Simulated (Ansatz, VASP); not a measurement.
**TiOs3 in VASP and in Ansatz**

Contents of INCAR:

```
SYSTEM = TiOs3
PREC = Accurate ; ENCUT = 520
EDIFF = 1E-6 ; ISMEAR = -1
SIGMA = 0.05 ; LREAL = .False.
LASPH = .True. ; NELM = 60
ALGO = Normal ; ISIF = 2
LWAVE = .False. ; LCHARG = .False.
GGA = PE ; NBANDS = 26
```

File KPOINTS:

```
Automatic mesh
0
Gamma
  6 6 6
  0 0 0
```

POSCAR

```
TiOs3
1.0
    3.8877300000      0.0000000000      0.0000000000
    0.0000000000      3.8877300000      0.0000000000
    0.0000000000      0.0000000000      3.8877300000
Ti Os
1 3
Direct
    0.0000000000      0.0000000000      0.0000000000
    0.5000000000      0.5000000000      0.0000000000
    0.5000000000      0.0000000000      0.5000000000
    0.0000000000      0.5000000000      0.5000000000
```

Input for Ansatz:

```yaml
crystal:
  lattice:
    - [3.88773, 0.0, 0.0]
    - [0.0, 3.88773, 0.0]
    - [0.0, 0.0, 3.88773]
  atoms:
    - { symbol: Ti, position: [0.0, 0.0, 0.0] }
    - { symbol: Os, position: [0.5, 0.5, 0.0] }
    - { symbol: Os, position: [0.5, 0.0, 0.5] }
    - { symbol: Os, position: [0.0, 0.5, 0.5] }
basis:
  ecutwfc: 462.593566181796
kpoints:
  mp_grid:
    grid: [6, 6, 6]
scf:
  occupations:
    method: fermi_dirac
    width: 0.05
output:
  stress: true
```

The cell comes from a database or a generator and needn't be the stable form of this composition.

Alike in both runs: task single point; functional PBE; k mesh 6 × 6 × 6; occupations fermi-dirac, width 0.05 eV; no spin polarisation.

```csv
,VASP,Ansatz
version,VASP 6.6.1,Ansatz 0.2.0
potentials or method,"VASP PAW PBE potentials, release 64 (Ti_sv, Os)","plane waves, PAW"
plane-wave cutoff (eV),520,463
valence electrons in the cell,36,60
```

|  | VASP | Ansatz | Ansatz less VASP |
| --- | --- | --- | --- |
| pressure (GPa) | -1.5 | -1.3 | +0.16 |

The two sets of potentials don't hold the same shells in valence.

Spin-orbit coupling is left out, which matters for the levels of Os.
